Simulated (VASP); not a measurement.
Here is the system:

```yaml
crystal:
  lattice:
    - [0.00000, 3.13224, 3.13224]
    - [3.13224, 0.00000, 3.13224]
    - [3.13224, 3.13224, 0.00000]
  atoms:
    - { symbol: K, position: [0.00000, 0.00000, 0.00000] }
    - { symbol: Cl, position: [0.50000, 0.50000, 0.50000] }
```

The numbers are results of rev-vdW-DF2, VASP's PBE PAW potentials (set 64) (plane waves; VASP), not measurements. Run with 520 eV cut-off, Gaussian smearing of 0.050 eV, potentials K_sv Cl.

Question: Give the energies of bands 6 to 11 at the high-symmetry points, in eV from the valence-band maximum.

Answer: 
```
band     Γ      X      U      L      W
----  ----  -----  -----  -----  -----
6     0.00  -0.69  -0.59  -1.11  -0.51
7     0.00  -0.23  -0.58  -0.34  -0.49
8     0.00  -0.23  -0.30  -0.34  -0.49
9     5.04   6.36   7.13   7.45   7.90
10    8.26   8.27   8.97   8.50   7.90
11    8.26   9.97   9.26  10.47   9.41
```

The gap is direct, 5.04 eV, from the valence maximum at Γ to the conduction minimum at Γ.

Measured: gap 8.50 eV (computed value off by -3.46 eV), as given by David Koller et al., Journal of Physics Condensed Matter (2013), arXiv:1304.4470.

The compound is KCl in the rock salt structure. It was relaxed first.
